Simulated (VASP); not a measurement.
A run of VASP 6.6.1:

INCAR

```
SYSTEM = Zr2C
PREC = Accurate ; ENCUT = 520
EDIFF = 1E-7 ; ISMEAR = -1
SIGMA = 0.05 ; LREAL = .False.
LASPH = .True. ; NELM = 60
ALGO = Normal ; ISIF = 2
LWAVE = .False. ; LCHARG = .False.
GGA = PE ; NBANDS = 21
```

KPOINTS

```
Automatic mesh
0
Gamma
  7 7 10
  0 0 0
```

Contents of POSCAR:

```
Zr2C
1.0
    4.5413600000      0.0000000000      0.0000000000
   -2.2706800000      3.9329300000      0.0000000000
    0.0000000000      0.0000000000      2.7564600000
Zr C
2 1
Direct
    0.3333300000      0.6666700000      0.0000000000
    0.6666700000      0.3333300000      0.0000000000
    0.0000000000      0.0000000000      0.5000000000
```

Potentials or basis: VASP PAW PBE potentials, release 64 (Zr_sv, C).

The run is started by

```sh
$ cat potpaw_PBE.64/Zr_sv/POTCAR potpaw_PBE.64/C/POTCAR > POTCAR
$ mpirun -np 1 vasp_std > vasp.out
```

Hardware: 1 thread of Intel(R) Xeon(R) Platinum 8375C CPU @ 2.90GHz (Ice Lake), on a shared host.

Problem. Estimate the wall time of this run.

Solution. Wall time 89 s on 1 thread of Intel(R) Xeon(R) Platinum 8375C CPU @ 2.90GHz (Ice Lake) (shared host), peak memory 0.24 GiB. Counts: scf iterations 16, k points 96.
